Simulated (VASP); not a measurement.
Set up this calculation in VASP 6.6.1, as the native input.

* Task: relaxation of cell and atoms
* Functional: PBE
* Dispersion: D3
* Potentials or basis: VASP PAW PBE potentials, release 64 (Si, C)
* Cutoff: 600 eV
* k mesh: 5 × 5 × 8
* Occupations: fermi-dirac, width 0.05 eV
* Spin: no spin polarisation
* Further INCAR settings: ALGO = Normal; EDIFF = 1e-06; IBRION = 2; EDIFFG = -0.005; NSW = 60; ISIF = 3

The structure of Si3C lies in POSCAR:

```
Si3C
1.0
    4.9148000000      0.0000000000      0.0000000000
   -2.4574000000      4.2563400000      0.0000000000
    0.0000000000      0.0000000000      2.4331100000
Si C
3 1
Direct
    0.5000000000      0.0000000000      0.5000000000
    0.0000000000      0.5000000000      0.5000000000
    0.5000000000      0.5000000000      0.5000000000
    0.0000000000      0.0000000000      0.5000000000
```

The cell was built by a generator and needn't be a form met in nature.

These files were run (other wordings do the same):

INCAR

```
SYSTEM = Si3C
ALGO = Normal
EDIFF = 1E-6
EDIFFG = -0.005
ENCUT = 600
GGA = PE
IBRION = 2
ISIF = 3
ISMEAR = -1
IVDW = 11
LASPH = .TRUE.
LCHARG = .FALSE.
LREAL = .FALSE.
LWAVE = .FALSE.
NELM = 80
NSW = 60
PREC = Accurate
SIGMA = 0.05
```

KPOINTS

```
k-points
0
G
  5 5 8
  0 0 0
```

Potentials or basis: VASP PAW PBE potentials, release 64 (Si, C).

Command:

```bash
$ cat potpaw_PBE.64/Si/POTCAR potpaw_PBE.64/C/POTCAR > POTCAR
$ mpirun -np 1 vasp_std > vasp.out
```

It gave:

```yaml
Relaxed_volume: 12.45 Å³/atom
Relaxed_cell: a = 4.842 Å, b = 4.842 Å, c = 2.452 Å, α = 90.00°, β = 90.00°, γ = 120.00°
Space_group_after_relaxing_to_0.05_Å: P6/mmm (No. 191)
Energy_gained_by_relaxing: 6.2 meV/atom
Ionic_steps: 8
Pressure_after_relaxing: 0.0 GPa
Band_gap_on_the_k_mesh: none (metal or under the smearing width)
Dispersion_energy_per_atom: -0.175 eV
```

Caveat: pairwise dispersion overbinds metals, which lowers pressure and volume.

Run time: 25 s on 1 thread of AMD EPYC 9R45 96-Core Processor (Zen 5), on a shared host, peak memory 0.15 GiB.
